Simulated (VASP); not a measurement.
```yaml
crystal:
  lattice:
    - [2.02264, -3.50332, 0.00000]
    - [2.02264, 3.50332, 0.00000]
    - [0.00000, 0.00000, 5.16893]
  atoms:
    - { symbol: Se, position: [0.00000, 0.25012, 0.66667] }
    - { symbol: Se, position: [0.74988, 0.74988, 0.00000] }
    - { symbol: Se, position: [0.25012, 0.00000, 0.33333] }
```

Computed with vdW-DF-cx, VASP's PBE PAW potentials (set 64) (plane waves; VASP). Settings: 520 eV cut-off, Gaussian smearing of 0.050 eV, potentials Se.

**Question.** What does the run give for the band gap (along the path) with the smallest direct gap where there is one?

**Answer.** 
```
Item                                    Value
------------------------------------  -------
band gap (along the path)             0.36 eV
smallest direct gap (along the path)  0.41 eV
```

The absolute energy has meaning only against runs of the same code, potentials and settings.

The compound is Se in the trig structure. It was relaxed first, which changed the volume by -11 %.
